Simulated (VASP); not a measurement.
# A VASP study of FeNi (Tetrataenite) (PBEsol): structure first, properties next, part 3 of 7

Wanted: the relaxed cell of FeNi (Tetrataenite) and its properties. The start is a cell from a database of measured crystal structures.

VASP 6.6.1, plane waves and PAW; the level of theory is named at each step.

Still holding for the runs below: The k-mesh is coarse for a metal.

So far. Step 6 (Magnetic order: antiferromagnetic, q = (1/2, 1/2, 0)): The energy lies +195.7 meV an atom from the first pattern. The run ends antiferromagnetic with a largest moment of 2.30 μB, and the mesh shows no gap. Step 7 (The orders side by side): The session goes on in the lowest magnetic state found: ferromagnetic. The next one lies 80.9 meV an atom higher.

## Step 8: Full relaxation (PBEsol)

This step: PBEsol, spin-polarised from a ferromagnetic start; plane waves and PAW (Fe, Ni) (VASP 6.6.1).

System of this step: FeNi (Tetrataenite). The structure is tetragonal, space group P4/mmm (No. 123). The conventional cell has a = 2.533 Å, b = 2.533 Å, c = 3.582 Å, α = 90.00°, β = 90.00°, γ = 90.00°. Nearest to Fe lie 8 Ni at 2.53 Å and 4 Fe at 2.53 Å. Nearest to Ni lie 8 Fe at 2.53 Å and 4 Ni at 2.53 Å. Farther neighbours are not listed.

The start need not lie at this functional's minimum. ISIF = 3 frees volume, shape and positions, and EDIFFG sets the threshold on forces and stress at which the search stops.

INCAR

```
SYSTEM = FeNi
PREC = Accurate
ENCUT = 400
EDIFF = 1E-06
NELM = 100
ISMEAR = 1
SIGMA = 0.2
LREAL = .FALSE.
ALGO = Normal
GGA = PS
NBANDS = 18
ISPIN = 2
MAGMOM = 2.64 0.6
LASPH = .TRUE.
LMAXMIX = 4
LORBIT = 11
LWAVE = .FALSE.
LCHARG = .FALSE.
KPAR = 4
IBRION = 2
NSW = 60
ISIF = 3
EDIFFG = -0.01
```

POSCAR

```
FeNi
1.0
    2.5330000000      0.0000000000      0.0000000000
    0.0000000000      2.5330000000      0.0000000000
    0.0000000000      0.0000000000      3.5820000000
Fe Ni
1 1
Direct
    0.0000000000      0.0000000000      0.0000000000
    0.5000000000      0.5000000000      0.5000000000
```

KPOINTS

```
Automatic mesh
0
Gamma
9 9 6
0 0 0
```

The projector-augmented-wave data sets are Fe and Ni (PBE family, release 64).

On the command line:

```sh
$ mpirun -np 4 vasp_std
```

The program printed:

```text
[... set-up lines as in an earlier step ...]
 entering main loop
       N       E                     dE             d eps       ncg     rms          rms(c)
DAV:   1     0.686927299136E+02    0.68693E+02   -0.70071E+03  4736   0.109E+03
DAV:   2    -0.148437074921E+02   -0.83536E+02   -0.75394E+02  4334   0.205E+02
DAV:   3    -0.175386874121E+02   -0.26950E+01   -0.26264E+01  4760   0.482E+01
DAV:   4    -0.175653017730E+02   -0.26614E-01   -0.26603E-01  5156   0.424E+00
DAV:   5    -0.175659258530E+02   -0.62408E-03   -0.62406E-03  4826   0.615E-01    0.156E+01
DAV:   6    -0.156785604403E+02    0.18874E+01   -0.11607E+01  4664   0.700E+01    0.106E+01
DAV:   7    -0.159008138053E+02   -0.22225E+00   -0.43212E+00  5334   0.529E+01    0.143E+01
DAV:   8    -0.151325961699E+02    0.76822E+00   -0.20762E+00  5544   0.378E+01    0.422E+00
DAV:   9    -0.151183095071E+02    0.14287E-01   -0.92122E-02  5910   0.539E+00    0.181E+00
DAV:  10    -0.151050444182E+02    0.13265E-01   -0.99979E-03  6730   0.216E+00    0.647E-01
DAV:  11    -0.151044060284E+02    0.63839E-03   -0.21153E-03  6768   0.827E-01    0.193E-01
DAV:  12    -0.151043689373E+02    0.37091E-04   -0.21570E-04  6364   0.236E-01    0.101E-01
DAV:  13    -0.151043493572E+02    0.19580E-04   -0.35429E-05  6066   0.141E-01    0.473E-02
DAV:  14    -0.151043499383E+02   -0.58111E-06   -0.19227E-05  6138   0.105E-01    0.120E-02
DAV:  15    -0.151043506657E+02   -0.72744E-06   -0.18624E-06  2980   0.223E-02
   1 F= -.15104351E+02 E0= -.15106381E+02  d E =-.151044E+02  mag=     3.2374
 curvature:   0.00 expect dE= 0.000E+00 dE for cont linesearch  0.000E+00
 trial: gam= 0.00000 g(F)=  0.000E+00 g(S)=  0.240E+00 ort = 0.000E+00 (trialstep = 0.100E+01)
 search vector abs. value=  0.240E+00
 bond charge predicted
       N       E                     dE             d eps       ncg     rms          rms(c)
DAV:   1    -0.200676975681E+02   -0.49633E+01   -0.37952E+01  4602   0.106E+02    0.232E+01
DAV:   2    -0.299925552861E+02   -0.99249E+01   -0.61820E+01  5144   0.220E+02    0.391E+01
DAV:   3    -0.152780840828E+02    0.14714E+02   -0.14902E+01  5362   0.936E+01    0.943E+00
DAV:   4    -0.151089296719E+02    0.16915E+00   -0.13887E+00  5412   0.199E+01    0.403E+00
DAV:   5    -0.151113601084E+02   -0.24304E-02   -0.65369E-02  6502   0.551E+00    0.277E+00
DAV:   6    -0.150976071844E+02    0.13753E-01   -0.33744E-02  6434   0.419E+00    0.133E+00
DAV:   8    -0.150990529892E+02    0.94826E-03   -0.85277E-03  6088   0.289E+00    0.345E-01
DAV:   9    -0.150992687713E+02   -0.21578E-03   -0.10516E-03  6022   0.987E-01    0.131E-01
DAV:  10    -0.150993115238E+02   -0.42752E-04   -0.26398E-04  5954   0.526E-01    0.109E-01
DAV:  11    -0.150992847738E+02    0.26750E-04   -0.68861E-05  6348   0.222E-01    0.384E-02
DAV:  12    -0.150992770085E+02    0.77652E-05   -0.83640E-06  4980   0.829E-02    0.124E-02
DAV:  13    -0.150992763834E+02    0.62510E-06   -0.12949E-06  2540   0.241E-02
   2 F= -.15099276E+02 E0= -.15099748E+02  d E =0.507428E-02  mag=     3.0439
[... from here on, the cycles between the ionic steps are left out ...]
   3 F= -.15167873E+02 E0= -.15169488E+02  d E =-.635228E-01  mag=     3.1755
   4 F= -.15167868E+02 E0= -.15169448E+02  d E =-.635169E-01  mag=     3.1739
   5 F= -.15168828E+02 E0= -.15170349E+02  d E =-.960746E-03  mag=     3.1703
   6 F= -.15169136E+02 E0= -.15170538E+02  d E =-.126879E-02  mag=     3.1641
   7 F= -.15169165E+02 E0= -.15170599E+02  d E =-.129738E-02  mag=     3.1658
   8 F= -.15169164E+02 E0= -.15170602E+02  d E =-.129685E-02  mag=     3.1660
   9 F= -.15169153E+02 E0= -.15170657E+02  d E =0.116923E-04  mag=     3.1689
 trial-energy change:    0.000012  1 .order    0.000003   -0.000055    0.000062
 step:   0.3982(harm=  0.5036)  dis= 0.00000  next Energy=   -15.169174 (dE=-0.979E-05)
 bond charge predicted
       N       E                     dE             d eps       ncg     rms          rms(c)
DAV:   1    -0.151696364391E+02   -0.48397E-03   -0.36613E-03  4566   0.112E+00    0.209E-01
DAV:   2    -0.151705605782E+02   -0.92414E-03   -0.58521E-03  5326   0.211E+00    0.461E-01
DAV:   3    -0.151692783566E+02    0.12822E-02   -0.44517E-03  5488   0.198E+00    0.156E-01
DAV:   4    -0.151691831455E+02    0.95211E-04   -0.16884E-04  5858   0.356E-01    0.376E-02
DAV:   5    -0.151691782582E+02    0.48873E-05   -0.13801E-05  6020   0.466E-02    0.150E-02
DAV:   6    -0.151691748392E+02    0.34190E-05   -0.15357E-06  3476   0.190E-02    0.257E-03
DAV:   7    -0.151691748591E+02   -0.19898E-07   -0.67111E-07  2174   0.907E-03
  10 F= -.15169175E+02 E0= -.15170637E+02  d E =-.104323E-04  mag=     3.1671
 curvature:  -0.24 expect dE=-0.197E-06 dE for cont linesearch -0.967E-07
 trial: gam= 0.00000 g(F)=  0.525E-64 g(S)=  0.809E-06 ort =-0.452E-05 (trialstep = 0.937E+00)
 search vector abs. value=  0.809E-06
 reached required accuracy - stopping structural energy minimisation
```

The job ended after 85 s (4 MPI ranks of AMD EPYC 7R43, shared host; peak memory 0.45 GiB; 5.6 min of CPU time).

OUTCAR, selected parts (step 8):

```text
   NELECT =      18.0000    total number of electrons

 E-fermi :   7.9922

 spin component 1
 k-point     1 :       0.0000    0.0000    0.0000
  band No.  band energies     occupation
    ...
      7       6.3683      1.00000
      8       6.6127      1.00000
      9       7.3797      1.00007
     10       7.6121      1.01088
     11       7.6121      1.01088
     12      10.1307     -0.00000
     13      17.4039      0.00000
     14      23.1678      0.00000
     15      23.1678      0.00000
     16      28.2314      0.00000
    ...

 k-point     2 :       0.1111    0.0000    0.0000
  band No.  band energies     occupation
    ...
      7       6.3879      1.00000
      8       6.5295      1.00000
      9       6.8942      1.00000
     10       7.2229      1.00000
     11       7.5544      1.00414
     12      11.1706     -0.00000
     13      17.4512      0.00000
     14      20.6806      0.00000
     15      23.6812      0.00000
     16      29.3013      0.00000
    ...

  Total       -0.0040062     -0.0040062      0.0011965      0.0000000      0.0000000     -0.0000000
  in kB       -0.2986849     -0.2986849      0.0892052      0.0000000      0.0000000     -0.0000000
  external PRESSURE =      -0.1693882 kB  Pullay stress =       0.0000000 kB

 POSITION                                       TOTAL-FORCE (eV/Angst)
 -----------------------------------------------------------------------------------
      0.00000      0.00000      0.00000        -0.000000      0.000000      0.000000
      1.23164      1.23164      1.77080         0.000000      0.000000      0.000000
 -----------------------------------------------------------------------------------
    total drift:                                0.000000     -0.000000     -0.000000

  FREE ENERGIE OF THE ION-ELECTRON SYSTEM (eV)
  ---------------------------------------------------
  free  energy   TOTEN  =       -15.1691748591 eV

  energy  without entropy=      -15.1735621161  energy(sigma->0) =      -15.17063728

 reached required accuracy - stopping structural energy minimisation

 magnetization (x)
# of ion       s       p       d       tot
------------------------------------------
    1       -0.001  -0.018   2.569   2.550
    2       -0.028  -0.060   0.691   0.603
--------------------------------------------------
tot         -0.029  -0.078   3.260   3.152

[... 7 parts as in an earlier step ...]

[... 15 further parts left out ...]
```

The magnetic order is the lowest of the few collinear ones that converged above; longer or canted patterns were not tried. The run keeps the 16 symmetry operations of its start, so it cannot find a distortion of lower symmetry.

Relaxation path:

| step | energy less that of the first step (eV) | largest force (eV/Å) | pressure (GPa) | volume (Å³) |
| --- | --- | --- | --- | --- |
| 1 | 0.0000 | 0.0000 | -12.64 | 22.98 |
| 2 | 0.0051 | 0.0000 | 16.75 | 20.10 |
| 3 | -0.0635 | 0.0000 | 0.04 | 21.50 |
| 4 | -0.0635 | 0.0000 | 0.23 | 21.47 |
| 5 | -0.0645 | 0.0000 | 0.26 | 21.47 |
| 6 | -0.0648 | 0.0000 | 0.17 | 21.47 |
| 7 | -0.0648 | 0.0000 | 0.19 | 21.47 |
| 8 | -0.0648 | 0.0000 | 0.20 | 21.47 |
| 9 | -0.0648 | 0.0000 | -0.22 | 21.52 |
| 10 | -0.0648 | 0.0000 | -0.02 | 21.49 |

| conventional cell, symmetrised | before | after | change |
| --- | --- | --- | --- |
| a (Å) | 2.533 | 2.463 | -2.8 % |
| b (Å) | 2.533 | 2.463 | -2.8 % |
| c (Å) | 3.582 | 3.542 | -1.1 % |
| volume (Å³/atom) | 11.49 | 10.74 | -6.5 % |

Final coordinates:

```xyz
2
Lattice="2.4633 0.0000 0.0000 0.0000 2.4633 0.0000 0.0000 0.0000 3.5416" Properties=species:S:1:pos:R:3 pbc="T T T"
Fe    0.0000    0.0000    0.0000
Ni    1.2316    1.2316    1.7708
```

Numbers from this step:

- electrons: 18
- bands: 18
- irreducible k points: 60
- symmetry operations: 16
- free energy (TOTEN): -15.17 eV
- energy at zero smearing: -15.17 eV
- Fermi energy: 7.992 eV
- pressure: -0.01694 GPa
- moment of the cell, from the last line of the log: 3.167 μB
- SCF cycles over all ionic steps: 87

Spin moment in the PAW sphere by atom:

| atom | spin moment in the PAW sphere (μB) |
| --- | --- |
| Fe1 | 2.55 |
| Ni2 | 0.60 |

It ends with forces that vanish by symmetry and a pressure of -0.02 GPa.

## Step 9: Second relaxation

A relaxation keeps the plane waves of the cell it began with, so it is repeated from the new cell, on a basis made for it.

INCAR is that of step 8.

POSCAR

```
FeNi
1.0
    2.4632737774      0.0000000000      0.0000000000
    0.0000000000      2.4632737774      0.0000000000
    0.0000000000      0.0000000000      3.5416083581
Fe Ni
1 1
Direct
    0.0000000000      0.0000000000      0.0000000000
    0.5000000000      0.5000000000      0.5000000000
```

KPOINTS is that of step 8.

On the command line:

```sh
$ mpirun -np 4 vasp_std
```

The program printed:

```text
[... set-up lines as in an earlier step ...]
 entering main loop
       N       E                     dE             d eps       ncg     rms          rms(c)
DAV:   1     0.682007308949E+02    0.68201E+02   -0.70135E+03  4792   0.112E+03
DAV:   2    -0.149279210682E+02   -0.83129E+02   -0.75314E+02  4340   0.207E+02
DAV:   3    -0.175953930203E+02   -0.26675E+01   -0.25935E+01  4816   0.483E+01
DAV:   4    -0.176220961516E+02   -0.26703E-01   -0.26692E-01  5162   0.431E+00
DAV:   5    -0.176226874786E+02   -0.59133E-03   -0.59130E-03  4904   0.593E-01    0.166E+01
DAV:   6    -0.157214876331E+02    0.19012E+01   -0.10697E+01  4644   0.696E+01    0.105E+01
DAV:   7    -0.168616070360E+02   -0.11401E+01   -0.59580E+00  5530   0.675E+01    0.215E+01
DAV:   8    -0.151721107185E+02    0.16895E+01   -0.35966E+00  5662   0.475E+01    0.405E+00
DAV:   9    -0.151776642281E+02   -0.55535E-02   -0.11566E-01  5370   0.481E+00    0.199E+00
DAV:  10    -0.151658890273E+02    0.11775E-01   -0.11003E-02  6746   0.224E+00    0.784E-01
DAV:  11    -0.151645485880E+02    0.13404E-02   -0.14195E-03  6426   0.718E-01    0.292E-01
DAV:  12    -0.151645325184E+02    0.16070E-04   -0.35153E-04  6370   0.301E-01    0.949E-02
DAV:  13    -0.151645395629E+02   -0.70444E-05   -0.28335E-05  5600   0.109E-01    0.455E-02
DAV:  14    -0.151645414525E+02   -0.18896E-05   -0.38503E-06  4844   0.530E-02    0.158E-02
DAV:  15    -0.151645414609E+02   -0.83849E-08   -0.13011E-06  2994   0.191E-02
   1 F= -.15164541E+02 E0= -.15165999E+02  d E =-.151645E+02  mag=     3.1669
 curvature:   0.00 expect dE= 0.000E+00 dE for cont linesearch  0.000E+00
 trial: gam= 0.00000 g(F)=  0.000E+00 g(S)=  0.417E-05 ort = 0.000E+00 (trialstep = 0.100E+01)
 search vector abs. value=  0.417E-05
 reached required accuracy - stopping structural energy minimisation
```

Wall time 12 s (4 MPI ranks); peak memory 0.41 GiB; 45 s of CPU time.

Parts of OUTCAR (step 9):

```text
   ENCUT  =  400.0 eV  29.40 Ry    5.42 a.u.   4.02  4.02  5.78*2*pi/ulx,y,z

   NELECT =      18.0000    total number of electrons

 E-fermi :   7.9931

 spin component 1
 k-point     1 :       0.0000    0.0000    0.0000
  band No.  band energies     occupation
    ...
      7       6.3690      1.00000
      8       6.6134      1.00000
      9       7.3807      1.00007
     10       7.6133      1.01093
     11       7.6133      1.01093
     12      10.1305     -0.00000
     13      17.4042      0.00000
     14      23.1674      0.00000
     15      23.1674      0.00000
     16      28.2327      0.00000
    ...

 k-point     2 :       0.1111    0.0000    0.0000
  band No.  band energies     occupation
    ...
      7       6.3888      1.00000
      8       6.5306      1.00000
      9       6.8951      1.00000
     10       7.2238      1.00000
     11       7.5556      1.00417
     12      11.1706     -0.00000
     13      17.4515      0.00000
     14      20.6804      0.00000
     15      23.6810      0.00000
     16      29.3021      0.00000
    ...

  Total       -0.0089589     -0.0089589      0.0035033      0.0000000      0.0000000      0.0000000
  in kB       -0.6679419     -0.6679419      0.2611925      0.0000000      0.0000000      0.0000000
  external PRESSURE =      -0.3582304 kB  Pullay stress =       0.0000000 kB

 POSITION                                       TOTAL-FORCE (eV/Angst)
 -----------------------------------------------------------------------------------
      0.00000      0.00000      0.00000         0.000000      0.000000      0.000000
      1.23164      1.23164      1.77080         0.000000      0.000000      0.000000
 -----------------------------------------------------------------------------------
    total drift:                                0.000000      0.000000      0.000000

  FREE ENERGIE OF THE ION-ELECTRON SYSTEM (eV)
  ---------------------------------------------------
  free  energy   TOTEN  =       -15.1645414609 eV

  energy  without entropy=      -15.1689137430  energy(sigma->0) =      -15.16599889

 magnetization (x)
# of ion       s       p       d       tot
------------------------------------------
    1       -0.001  -0.018   2.569   2.549
    2       -0.028  -0.060   0.691   0.603
--------------------------------------------------
tot         -0.029  -0.079   3.260   3.152

[... 4 parts as in an earlier step ...]

[... 18 further parts left out ...]
```

Little changed from the start: no atom moved by 0.005 Å and no cell edge by 0.1 %.

This step gave:

- free energy (TOTEN): -15.16 eV
- Fermi energy: 7.993 eV
- pressure: -0.03582 GPa
- SCF cycles over all ionic steps: 15

It ends with forces that vanish by symmetry and a pressure of -0.04 GPa. The volume moved by under 0.01 %: the run met its threshold at the first step.

(Continued in part 4 of 7.)

[Lines on the potential files, build, host, timing and source positions are cut from VASP's logs without a mark.]

[Logs are printed without paths, hosts, clocks, repeated set-up lines and the standing remarks that a program may print on its own settings, such as how far it seeks lower states.]

[Hosts, paths, dates, database ids (printed as entryN), source tags and the programs' standing remarks are cut or masked in the printed files.]

[A measured line is paired with the nearest computed mode of its activity, which favours agreement.]
